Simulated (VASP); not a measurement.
Calculation: PBE GGA, VASP's PBE PAW potentials (set 64) (plane waves; VASP).

VASP ran on this input.

**INCAR**
```
SYSTEM=MgI2
PREC=Accurate; ENCUT=480; LREAL=.False.
LASPH=.True.
EDIFF=1E-6; NELM=100; ALGO=Normal
LMAXMIX=4
ISMEAR=0; SIGMA=0.05
GGA=PE
IBRION=2; NSW=60; ISIF=3
EDIFFG=-0.02
LWAVE=.False.; LCHARG=.False.
```

**KPOINTS**
```
Automatic mesh
0
Gamma
  6 6 3
0 0 0
```

File POSCAR:
```
MgI2
1
    4.2086479852    -0.0000000000    -0.0000000000
   -2.1043239926     3.6447956277     0.0000000000
    0.0000000000    -0.0000000000     7.5704610758
Mg I
1 2
Direct
  0.0000000000   0.0000000000   0.0000000000
  0.3333330000   0.6666670000   0.2206896459
  0.6666670000   0.3333330000   0.7793103541
```

POTCAR, in this order: Mg I (PBE.64 set). Program: vasp_std.

Without a dispersion term in the relaxation, distances and binding between the weakly bound layers, chains or molecules are unreliable, and so is what depends on them.

### Question
Predict the energy per atom (σ→0).

### Answer

```yaml
energy per atom (σ→0): -2.579 eV/atom
```

**OSZICAR**
```
...
DAV:   6    -0.776660619526E+01    0.14138E+00   -0.16623E-01   456   0.224E+00    0.262E+00
DAV:   7    -0.773936343354E+01    0.27243E-01   -0.15256E-01   460   0.218E+00    0.755E-01
DAV:   8    -0.773748127840E+01    0.18822E-02   -0.10748E-02   476   0.627E-01    0.243E-01
DAV:   9    -0.773762755010E+01   -0.14627E-03   -0.10671E-03   496   0.237E-01    0.929E-02
DAV:  10    -0.773761478935E+01    0.12761E-04   -0.33278E-05   496   0.492E-02    0.427E-02
DAV:  11    -0.773761986524E+01   -0.50759E-05   -0.17390E-05   492   0.324E-02    0.262E-02
DAV:  12    -0.773762065547E+01   -0.79022E-06   -0.85186E-07   384   0.701E-03
   1 F= -.77376207E+01 E0= -.77376207E+01  d E =-.773762E+01
```

The compound is MgI2 in the 1T layered structure. It was relaxed first, which changed the volume by +13 %. The start is the result of an earlier pass.
